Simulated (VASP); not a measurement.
# NiF (F-43m) in VASP: a series of runs

One crystal, NiF, is run at these levels: LDA; tasks: relaxation of cell and atoms.

Program: VASP 6.6.1. These are calculated values, not measurements. Logs are shortened: lines on timing, memory, paths and dates and some standing lists are left out, and cuts for length are marked.

### 1 The structure

It takes space group F-43m (No. 216, cubic). The conventional cell has a = 4.670 Å, b = 4.670 Å, c = 4.670 Å, α = 90.00°, β = 90.00°, γ = 90.00°. Ni (site symmetry -43m) has 4 F at 2.02 Å as nearest neighbours. F (site symmetry -43m) has 4 Ni at 2.02 Å as nearest neighbours.

The cell was built by a generator and needn't be a form met in nature.

### 2 Relaxation of cell and atoms, LDA, collinear spin, ferromagnetic start

INCAR

```
SYSTEM = NiF
ALGO     = Fast           ! electronic algorithm
EDIFF    = 1E-6           ! SCF threshold, eV
EDIFFG   = -0.01          ! ionic threshold
ENCUT    = 600            ! plane-wave cutoff, eV
GGA      = CA             ! functional
IBRION   = 2              ! ionic algorithm
ISIF     = 3              ! what is computed and relaxed
ISMEAR   = -1             ! smearing method
ISPIN    = 2              ! spin polarisation
LASPH    = .True.         ! aspherical terms in the spheres
LCHARG   = .False.        ! write CHGCAR
LMAXMIX  = 4              ! l up to which the mixer works
LORBIT   = 11             ! projections on sites
LREAL    = .False.        ! projectors in reciprocal space
LWAVE    = .False.        ! write WAVECAR
MAGMOM   = 1 0            ! initial moments
NELM     = 100            ! most SCF steps
NSW      = 40             ! ionic steps
PREC     = Accurate       ! precision mode
PSTRESS  = 0            
SIGMA    = 0.05           ! smearing width, eV
```

KPOINTS

```
k-points
0
Gamma
  7 7 7
  0 0 0
```

POSCAR

```
NiF
1.0
    0.0000000000      2.3348415800      2.3348415800
    2.3348415800      0.0000000000      2.3348415800
    2.3348415800      2.3348415800      0.0000000000
Ni F
1 1
Direct
    0.0000000000      0.0000000000      0.0000000000
    0.7500000000      0.7500000000      0.7500000000
```

Potentials or basis: VASP PAW LDA potentials, release 64 (Ni, F).

Command:

```
$ cat potpaw_LDA.64/Ni/POTCAR potpaw_LDA.64/F/POTCAR > POTCAR
$ mpirun -np 1 vasp_std > vasp.out
```

OUTCAR:

```text
SYSTEM = NiF
   EDIFF = 1E-6
   EDIFFG = -0.01
   ENCUT = 600
   GGA = CA
   IBRION = 2
   ISIF = 3
   ISMEAR = -1
   ISPIN = 2
   LASPH = .True.
   LORBIT = 11
   LREAL = .False.
   NELM = 100
   NSW = 40
   PREC = Accurate
   PSTRESS = 0

 ion  position               nearest neighbor table
   1  0.000  0.000  0.000-   2 2.02   2 2.02   2 2.02   2 2.02
   2  0.750  0.750  0.750-   1 2.02   1 2.02   1 2.02   1 2.02

  LATTYP: Found a face centered cubic cell.
 ALAT       =     4.6696831600

  Lattice vectors:

 A1 = (   0.0000000000,   2.3348415800,   2.3348415800)
 A2 = (   2.3348415800,   0.0000000000,   2.3348415800)
 A3 = (   2.3348415800,   2.3348415800,   0.0000000000)

Analysis of symmetry for initial positions (statically):
=====================================================================
 Subroutine PRICEL returns:
 Original cell was already a primitive cell.

 Routine SETGRP: Setting up the symmetry group for a
 face centered cubic supercell.

 Subroutine GETGRP returns: Found 24 space group operations
 (whereof 24 operations were pure point group operations)
 out of a pool of 48 trial point group operations.

The static configuration has the point symmetry T_d .

Analysis of symmetry for dynamics (positions and initial velocities):
=====================================================================
 Subroutine PRICEL returns:
 Original cell was already a primitive cell.

 Routine SETGRP: Setting up the symmetry group for a
 face centered cubic supercell.

 Subroutine GETGRP returns: Found 24 space group operations
 (whereof 24 operations were pure point group operations)
 out of a pool of 48 trial point group operations.

The dynamic configuration has the point symmetry T_d .

Analysis of structural, dynamic, and magnetic symmetry:
=====================================================================
 Subroutine PRICEL returns:
 Original cell was already a primitive cell.

 Routine SETGRP: Setting up the symmetry group for a
 face centered cubic supercell.

 Subroutine GETGRP returns: Found 24 space group operations
 (whereof 24 operations were pure point group operations)
 out of a pool of 48 trial point group operations.

The overall configuration has the point symmetry T_d .

 Subroutine INISYM returns: Found 24 space group operations
 (whereof 24 operations are pure point group operations),
 and found     1 'primitive' translations

----------------------------------------------------------------------------------------

                                     Primitive cell

  volume of cell :      25.4567

  direct lattice vectors                    reciprocal lattice vectors
     0.000000000  2.334841580  2.334841580    -0.214147291  0.214147291  0.214147291
     2.334841580  0.000000000  2.334841580     0.214147291 -0.214147291  0.214147291
     2.334841580  2.334841580  0.000000000     0.214147291  0.214147291 -0.214147291

  length of vectors
     3.301964628  3.301964628  3.301964628     0.370913989  0.370913989  0.370913989

  position of ions in fractional coordinates (direct lattice)
     0.000000000  0.000000000  0.000000000
     0.750000000  0.750000000  0.750000000

  ion indices of the primitive-cell ions
   primitive index   ion index
                 1           1
                 2           2

----------------------------------------------------------------------------------------

 KPOINTS: k-points

Automatic generation of k-mesh.
 Grid dimensions read from file:
 generate k-points for:    7    7    7

 Generating k-lattice:

  Cartesian coordinates                     Fractional coordinates (reciprocal lattice)
    -0.030592470  0.030592470  0.030592470     0.142857143  0.000000000  0.000000000
     0.030592470 -0.030592470  0.030592470     0.000000000  0.142857143  0.000000000
     0.030592470  0.030592470 -0.030592470     0.000000000  0.000000000  0.142857143

  Length of vectors
     0.052987713  0.052987713  0.052987713

  Shift w.r.t. Gamma in fractional coordinates (k-lattice)
     0.000000000  0.000000000  0.000000000

 Subroutine IBZKPT returns following result:
 ===========================================

 Found     20 irreducible k-points:

 Following reciprocal coordinates:
            Coordinates               Weight
  0.000000  0.000000  0.000000      1.000000
  0.142857  0.000000  0.000000      8.000000
  0.285714  0.000000  0.000000      8.000000
  0.428571  0.000000  0.000000      8.000000
  0.142857  0.142857  0.000000      6.000000
  0.285714  0.142857  0.000000     24.000000
[... 12 lines left out ...]
 -0.428571  0.428571  0.142857     24.000000
 -0.285714  0.428571  0.142857     24.000000
   k-points           NKPTS =     20   k-points in BZ     NKDIM =     20   number of bands    NBANDS=     13
   number of dos      NEDOS =    301   number of ions     NIONS =      2
   total plane-waves  NPLWV =  21952
   dimension x,y,z NGX =    28 NGY =   28 NGZ =   28
   dimension x,y,z NGXF=    56 NGYF=   56 NGZF=   56
   ions per type =               1   1
   NGX,Y,Z   is equivalent  to a cutoff of  14.10, 14.10, 14.10 a.u.
   NGXF,Y,Z  is equivalent  to a cutoff of  28.19, 28.19, 28.19 a.u.
 SYSTEM =  NiF
   PREC   = accura    normal or accurate (medium, high low for compatibility)
   ISTART =      0    job   : 0-new  1-cont  2-samecut
   ICHARG =      2    charge: 1-file 2-atom 10-const
   ISPIN  =      2    spin polarized calculation?
   LNONCOLLINEAR =      F non collinear calculations
   LSORBIT =      F    spin-orbit coupling
   LASPH  =      T    aspherical Exc in radial PAW
   ENCUT  =  600.0 eV  44.10 Ry    6.64 a.u.   6.59  6.59  6.59*2*pi/ulx,y,z
   NELM   =    100;   NELMIN=  2; NELMDL= -5     # of ELM steps
   EDIFF  = 0.1E-05   stopping-criterion for ELM
   LREAL  =      F    real-space projection
   EDIFFG = -.1E-01   stopping-criterion for IOM
   NSW    =     40    number of steps for IOM
   IBRION =      2    ionic relax: 0-MD 1-quasi-New 2-CG
   NFREE  =      1    steps in history (QN), initial steepest desc. (CG)
   ISIF   =      3    stress and relaxation
   ISYM   =      2    0-nonsym 1-usesym 2-fastsym
   POTIM  = 0.5000    time-step for ionic-motion
   TEBEG  =    0.0;   TEEND  =   0.0 temperature during run
   PSTRESS=    0.0 pullay stress
   NELECT =      17.0000    total number of electrons
   NUPDOWN=      -1.0000    fix difference up-down
   EMIN   =  10.00;   EMAX   =-10.00  energy-range for DOS
   EFERMI =   0.00;   METHOD = LEGACY
   ISMEAR =    -1;   SIGMA  =   0.05  broadening in eV -4-tet -1-fermi 0-gaus
   EFERMI_NEDOS =   21; number of points for ismear=-14 and -15
   IALGO  =     68    algorithm
   IMIX   =      4    mixing-type and parameters
     AMIX     =   0.40;   BMIX     =  1.00
     AMIX_MAG =   1.60;   BMIX_MAG =  1.00
  volume/ion in A,a.u.               =      12.73        85.90
  Fermi-wavevector in a.u.,A,eV,Ry     =   1.430948  2.704099 27.859438  2.047611
  Thomas-Fermi vector in A             =   2.550737
   LORBIT       =     11    0 simple, 1 ext, 2 COOP (PROOUT), +10 PAW based schemes
   GGA     = CA    functional components
   LHFCALC =     F    Hartree Fock is set to
   AEXX    =    0.0000 exact exchange contribution
   IVDW    =     0    specifies the selected vdW correction
   LEPSILON=     F    determine dielectric tensor
   LRPA    =     F    only Hartree local field effects (RPA)
 conjugate gradient relaxation of ions
 spin polarized calculation
 RMM-DIIS sequential band-by-band and
  energy-cutoff  :      600.00
  volume of cell :       25.46
 maximum number of plane-waves:       869
   NGX = 13   NGY = 13   NGZ = 13

--------------------------------------- Ionic step        1  -------------------------------------------

 number of electron      17.0000004 magnetization       1.1522485

 Free energy of the ion-electron system (eV)
  ---------------------------------------------------
  ext. energy  EPLUGINS =         0.00000000
  ---------------------------------------------------
  free energy    TOTEN  =        -9.61292178 eV

  energy without entropy =       -9.57751658  energy(sigma->0) =       -9.59521918

------------------------ aborting loop because EDIFF is reached ----------------------------------------

  FORCE on cell =-STRESS in cart. coord.  units (eV):
  Direction    XX          YY          ZZ          XY          YZ          ZX
  --------------------------------------------------------------------------------------
  -------------------------------------------------------------------------------------
  Total       -0.6946752     -0.6946752     -0.6946752      0.0000000      0.0000000      0.0000000
  in kB      -43.7210047    -43.7210047    -43.7210047      0.0000000      0.0000000      0.0000000
  external PRESSURE =     -43.7210047 kB  Pullay stress =       0.0000000 kB
[... 21 lines left out ...]
  energy  without entropy=       -9.5775165832  energy(sigma->0) =       -9.59521918

--------------------------------------- Ionic step        2  -------------------------------------------

 number of electron      16.9999997 magnetization       1.1448980

 E-fermi :   5.0564     XC(G=0): -11.3173

 val. band max:        5.0457855151   @ k =  -0.4286   0.2857   0.0000
 cond. band min:       5.0575790494   @ k =  -0.1429   0.1429   0.0000
 fundamental gap:      0.0117935343
 Fermi energy:         5.0563914044

 spin component 1

 k-point     1 :       0.0000    0.0000    0.0000
  band No.  band energies     occupation
      1     -20.8129      1.00000
      2      -2.8490      1.00000
      3      -2.8490      1.00000
      4      -2.8490      1.00000
      5       2.8816      1.00000
      6       3.4079      1.00000
      7       3.4079      1.00000
      8       4.4177      1.00000
      9       4.4177      1.00000
     10       4.4177      1.00000
     11      18.1400      0.00000
     12      18.1400      0.00000
     13      18.1400      0.00000
[... 658 lines left out ...]
  energy  without entropy=       -9.5956575942  energy(sigma->0) =       -9.61253027

--------------------------------------- Ionic step        3  -------------------------------------------

 number of electron      16.9999997 magnetization       1.1455774

 Free energy of the ion-electron system (eV)
  ---------------------------------------------------
  ext. energy  EPLUGINS =         0.00000000
  ---------------------------------------------------
  free energy    TOTEN  =        -9.62952309 eV

  energy without entropy =       -9.59567262  energy(sigma->0) =       -9.61259786

 E-fermi :   5.0175     XC(G=0): -11.2984

 val. band max:        5.0074377062   @ k =  -0.4286   0.2857   0.0000
 cond. band min:       5.0180140267   @ k =  -0.1429   0.1429   0.0000
 fundamental gap:      0.0105763205
 Fermi energy:         5.0175183152

 spin component 1

 k-point     1 :       0.0000    0.0000    0.0000
  band No.  band energies     occupation
      1     -20.8262      1.00000
      2      -2.8639      1.00000
      3      -2.8639      1.00000
      4      -2.8639      1.00000
      5       2.8453      1.00000
      6       3.3741      1.00000
      7       3.3741      1.00000
      8       4.3754      1.00000
      9       4.3754      1.00000
     10       4.3754      1.00000
     11      18.0767      0.00000
     12      18.0767      0.00000
     13      18.0767      0.00000
[... 654 lines left out ...]
  FREE ENERGIE OF THE ION-ELECTRON SYSTEM (eV)
  ---------------------------------------------------
  free  energy   TOTEN  =        -9.6295230946 eV

  energy  without entropy=       -9.5956726197  energy(sigma->0) =       -9.61259786

 reached required accuracy - stopping structural energy minimisation

 total charge

# of ion       s       p       d       tot
------------------------------------------
    1        0.272   0.310   8.446   9.027
    2        1.732   4.311   0.000   6.043
--------------------------------------------------
tot          2.004   4.621   8.446  15.070

 magnetization (x)

# of ion       s       p       d       tot
------------------------------------------
    1       -0.001   0.001   1.083   1.083
    2        0.000   0.084   0.000   0.085
--------------------------------------------------
tot         -0.000   0.085   1.083   1.168
```

It took 20 s on 1 thread of Intel Xeon 6975P-C (Granite Rapids), shared host; peak memory 0.15 GiB.

Results:

```
Free energy                                           : -9.6295 eV
Relaxed volume                                        : 12.14 Å³/atom
Relaxed cell                                          : a = 3.250 Å, b = 3.250 Å, c = 3.250 Å, α = 60.00°, β = 60.00°, γ = 60.00°
Space group after relaxing (to 0.05 Å)                : F-43m (No. 216)
Energy gained by relaxing                             : 8.3 meV/atom
Ionic steps                                           : 3
Pressure after relaxing                               : 0.0 GPa
Band gap on the k mesh                                : none (metal or under the smearing width)
Net moment                                            : 1.15 μB per cell
Site moments                                          : Ni +1.08; F +0.09 μB
Valence electrons inside the program's atomic spheres : Ni 9.03; F 6.04
```

The path:
```
step  energy change (eV)  largest force (eV/Å)  pressure (GPa)  volume (Å³)
   1              0.0000                0.0000           -4.37        25.46
   2             -0.0165                0.0000            0.36        24.20
   3             -0.0166                0.0000            0.01        24.28
```

Final structure:
```yaml
crystal:
  lattice:
    - [0.00000, 2.29841, 2.29841]
    - [2.29841, 0.00000, 2.29841]
    - [2.29841, 2.29841, 0.00000]
  atoms:
    - { symbol: Ni, position: [0.00000, 0.00000, 0.00000] }
    - { symbol: F, position: [0.75000, 0.75000, 0.75000] }
```

Levels at points of the mesh, in eV from the Fermi level:
Spin up:
```csv
k point,band 5,band 6,band 7,band 8,band 9,band 10,band 11,band 12,band 13
"(0.00, 0.00, 0.00)",-2.17,-1.64,-1.64,-0.64,-0.64,-0.64,13.06,13.06,13.06
```
Spin down:
```tsv
k point	band 4	band 5	band 6	band 7	band 8	band 9	band 10	band 11	band 12	band 13
(0.00, 0.00, 0.00)	-7.63	-2.10	-0.86	-0.86	0.41	0.41	0.41	13.19	13.19	13.19
```

Caveat: a cell with one magnetic atom can't hold antiferromagnetic order, which such compounds often take; semilocal functionals often make such compounds metallic where correlation or magnetic order opens a gap, which also shifts bond lengths.

### 3 Relaxation of cell and atoms, LDA, collinear spin, ferromagnetic start, target pressure 2 GPa, at which the enthalpy is minimised

Edit INCAR of step 2 so:

```diff
@@ -20,3 +20,3 @@
 PREC     = Accurate       ! precision mode
-PSTRESS  = 0            
+PSTRESS  = 20           
 SIGMA    = 0.05           ! smearing width, eV
```

KPOINTS is that of step 2.

POSCAR is that of step 2.

Potentials or basis: VASP PAW LDA potentials, release 64 (Ni, F).

Command:

```
$ cat potpaw_LDA.64/Ni/POTCAR potpaw_LDA.64/F/POTCAR > POTCAR
$ mpirun -np 1 vasp_std > vasp.out
```

Run time: 21 s. Hardware: 1 thread of Intel Xeon 6975P-C (Granite Rapids), shared host; peak memory 0.16 GiB.

It converged, with:

```
Free energy                                            : -9.6266 eV
Relaxed volume                                         : 11.92 Å³/atom
Relaxed cell                                           : a = 3.230 Å, b = 3.230 Å, c = 3.230 Å, α = 60.00°, β = 60.00°, γ = 60.00°
Space group after relaxing (to 0.05 Å)                 : F-43m (No. 216)
Energy change on relaxing (the enthalpy is what falls) : -6.9 meV/atom
Ionic steps                                            : 3
Pressure after relaxing                                : 1.9 GPa
Band gap on the k mesh                                 : none (metal or under the smearing width)
Net moment                                             : 1.14 μB per cell
Site moments                                           : Ni +1.08; F +0.09 μB
Valence electrons inside the program's atomic spheres  : Ni 9.05; F 6.05
```

The path:
```
step  energy change (eV)  largest force (eV/Å)  pressure (GPa)  volume (Å³)
   1              0.0000                0.0000           -4.37        25.46
   2             -0.0105                0.0000            2.95        23.64
   3             -0.0137                0.0000            1.94        23.84
```

Final structure:
```
Ni F
1.0
     0.00000    2.28423    2.28423
     2.28423    0.00000    2.28423
     2.28423    2.28423    0.00000
Ni F
1 1
Direct
  0.00000 0.00000 0.00000
  0.75000 0.75000 0.75000
```

Levels at points of the mesh, in eV from the Fermi level:
Spin up:
| k point | band 6 | band 7 | band 8 | band 9 | band 10 | band 11 | band 12 | band 13 |
| --- | --- | --- | --- | --- | --- | --- | --- | --- |
| (0.00, 0.00, 0.00) | -1.67 | -1.67 | -0.62 | -0.62 | -0.62 | 13.19 | 13.19 | 13.19 |
Spin down:
```
           k point  band 4  band 5  band 6  band 7  band 8  band 9  band 10  band 11  band 12  band 13
(0.00, 0.00, 0.00)   -7.76   -2.11   -0.89   -0.89    0.43    0.43     0.43    13.32    13.32    13.32
```

Caveat: the cell is relaxed towards a set pressure, so the enthalpy falls and the energy may rise; a cell with one magnetic atom can't hold antiferromagnetic order, which such compounds often take; semilocal functionals often make such compounds metallic where correlation or magnetic order opens a gap, which also shifts bond lengths.

[end of part 1 of 2]
